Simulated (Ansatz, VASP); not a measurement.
# Cross-check of Na2LiBrCl2 between VASP and Ansatz, part 2 of 2

Wanted: the spread between two codes on one cell, functional and k mesh. The cell is generated by rule, not measured, and may not be a known phase. The cell is taken from a series of runs on this material, whose earlier steps may have relaxed, scaled, displaced or heated it; both programs get it as it stands.

VASP 6.6.1 and Ansatz 0.2.0.

So far: Set-up; Ansatz: relaxation of cell and atoms, PBEsol; VASP: relaxation of cell and atoms, PBEsol.

### 3. VASP: relaxation of cell and atoms, PBEsol (continued)

Level of this step: PBEsol; plane waves and PAW (Br, Cl, Li_sv, Na_pv); invented cell (VASP).

Numbers of over 12 decimals in the logs are rounded to 6 here.

From OUTCAR (step 3):

```text
ion  position               nearest neighbor table
   1  0.167  0.833  0.667-
   2  0.505  0.495  0.991-
   3  0.829  0.171  0.342-
   4  0.667  0.333  0.667-
   5  0.996  0.004  0.008-
   6  0.337  0.663  0.326-

  LATTYP: Found a body centered tetragonal cell.
 ALAT       =     3.9187405265
 C/A-ratio  =     4.2584233090

 Subroutine GETGRP returns: Found 16 space group operations
 (whereof  8 operations were pure point group operations)

The static configuration has the point symmetry C_4v.
 The point group associated with its full space group is D_4h.

 Found     59 irreducible k-points:

   k-points           NKPTS =     59   k-points in BZ     NKDIM =     59   number of bands    NBANDS=     25

   dimension x,y,z NGX =    36 NGY =   36 NGZ =   80
   dimension x,y,z NGXF=    72 NGYF=   72 NGZF=  160

   ENCUT  =  750.0 eV  55.12 Ry    7.42 a.u.   8.75  8.75 19.63*2*pi/ulx,y,z

   NELECT =      38.0000    total number of electrons

 k-points in reciprocal lattice and weights: Automatic mesh
   0.00000000  0.00000000  0.00000000       0.002
   0.12500000  0.00000000 -0.00000000       0.016
   0.25000000  0.00000000 -0.00000000       0.016
   0.37500000  0.00000000  0.00000000       0.016
   0.50000000  0.00000000 -0.00000000       0.008
   0.12500000  0.12500000  0.00000000       0.008
   0.25000000  0.12500000 -0.00000000       0.031
   0.37500000  0.12500000  0.00000000       0.031
   0.50000000  0.12500000 -0.00000000       0.031
[...]
-0.12500000  0.12500000  0.37500000       0.008
   0.00000000  0.00000000  0.50000000       0.002

 average (electrostatic) potential at core
       1 -63.4209       2 -93.5238       3 -93.5238       4 -62.8895       5 -46.8126
       6 -46.8126

 E-fermi :   2.2877

 k-point     1 :       0.0000    0.0000    0.0000
  band No.  band energies     occupation
    ...
     15      -0.9500      2.00000
     16      -0.9500      2.00000
     17      -0.2612      2.00000
     18      -0.1679      2.00000
     19      -0.1679      2.00000
     20       4.6280      0.00000
     21       6.9608      0.00000
     22       7.3315      0.00000
     23       7.7169      0.00000
     24       7.7913      0.00000
    ...

 k-point     2 :       0.1250    0.0000   -0.0000
  band No.  band energies     occupation
    ...
     15      -1.0175      2.00000
     16      -0.9124      2.00000
     17      -0.4778      2.00000
     18      -0.2988      2.00000
     19      -0.1583      2.00000
     20       5.0199      0.00000
     21       7.0413      0.00000
     22       7.4909      0.00000
     23       7.9684      0.00000
     24       8.1830      0.00000
    ...

 k-point     3 :       0.2500    0.0000   -0.0000
  band No.  band energies     occupation
    ...
     15      -0.9777      2.00000
     16      -0.8478      2.00000
     17      -0.8342      2.00000
     18      -0.4260      2.00000
     19      -0.1264      2.00000
     20       5.8475      0.00000
     21       6.8372      0.00000
     22       7.4817      0.00000
     23       8.5979      0.00000
     24       8.9685      0.00000
    ...

  Total       -0.0008457     -0.0008457      0.0012047      0.0000000     -0.0000000      0.0000000
  in kB       -0.0105752     -0.0105752      0.0150642      0.0000000     -0.0000000      0.0000000
  external PRESSURE =      -0.0020287 kB  Pullay stress =       0.0000000 kB

  energy-cutoff  :      750.00
  volume of cell :      128.13
      direct lattice vectors                 reciprocal lattice vectors
     2.769211123  2.769211123  0.000000000     0.180556836  0.180556836 -0.059851579
    -2.769211123  2.769211123  0.000000000    -0.180556836  0.180556836  0.059851579
     2.769211123  0.000000000  8.353998537     0.000000000  0.000000000  0.119703157

 POSITION                                       TOTAL-FORCE (eV/Angst)
 -----------------------------------------------------------------------------------
      0.00000      2.76921      5.56933        -0.000000      0.000000      0.000000
      2.76921      2.76921      8.27694         0.000000      0.000000      0.000980
      2.76921      2.76921      2.86173        -0.000000      0.000000     -0.000980
      2.76921      2.76921      5.56933        -0.000000     -0.000000      0.000000
      2.76921      2.76921      0.06389         0.000000      0.000000     -0.000315
      0.00000      2.76921      2.72077        -0.000000      0.000000      0.000315
 -----------------------------------------------------------------------------------
    total drift:                               -0.000003     -0.000000     -0.000002

  FREE ENERGIE OF THE ION-ELECTRON SYSTEM (eV)
  ---------------------------------------------------
  free  energy   TOTEN  =       -20.8567363758 eV

  energy  without entropy=      -20.8567363758  energy(sigma->0) =      -20.85673638

 reached required accuracy - stopping structural energy minimisation

 total charge
# of ion       s       p       d       tot
------------------------------------------
    1        1.593   3.297   0.004   4.894
    2        1.579   3.555   0.000   5.134
    3        1.579   3.555   0.000   5.134
    4        2.003   0.031   0.000   2.034
    5        0.048   5.986   0.000   6.034
    6        0.048   5.986   0.000   6.034
--------------------------------------------------
tot          6.850  22.410   0.004  29.264

[... 3 further parts left out ...]
```

### 4. Comparison

Known differences besides the potentials themselves: fixed occupations in Ansatz, narrow Gaussian smearing in VASP; the data sets hold 42 valence electrons in Ansatz (on its default PAW (the set named soft_2) files) and 38 in VASP; the cutoff is 420 eV in Ansatz and 750 eV in VASP; Ansatz makes its cores anew for this functional, VASP keeps those of its PBE data sets; Ansatz adds a Pulay correction to the stress that steers its cell, VASP none. Total energies have different zeros and are not compared.

Compared:

```csv
quantity,Ansatz,VASP,difference
volume (Å³),128.03,128.13,-0.08 %
"edge a after relaxation, in the typed setting (Å)",3.915,3.916,-0.04 %
"edge c after relaxation, in the typed setting (Å)",8.800,8.801,-0.01 %
```

### 5. Outcome

| Quantity | Value |
| --- | --- |
| difference in volume (relaxation of cell and atoms, PBEsol) | -0.075 % |

What this shows: The difference in volume is -0.075 % (relaxation of cell and atoms, PBEsol), within the 1.2 % picked in this series as the mark of a large difference, as far as the stopping tolerances let one tell. The data sets hold unlike numbers of valence electrons (42 in Ansatz and 38 in VASP), so part of the differences comes from the potentials. 1 further run of this series is not shown here. How closely two codes agree says nothing of how well the functional describes the real material.

[Lines on the potential files, build, host, timing and source positions are cut from VASP's logs without a mark.]

[Logs are printed without paths, hosts, clocks, repeated set-up lines and the standing remarks that a program may print on its own settings, such as how far it seeks lower states.]

[Hosts, paths, dates, database ids (printed as entryN), source tags and the programs' standing remarks are cut or masked in the printed files.]
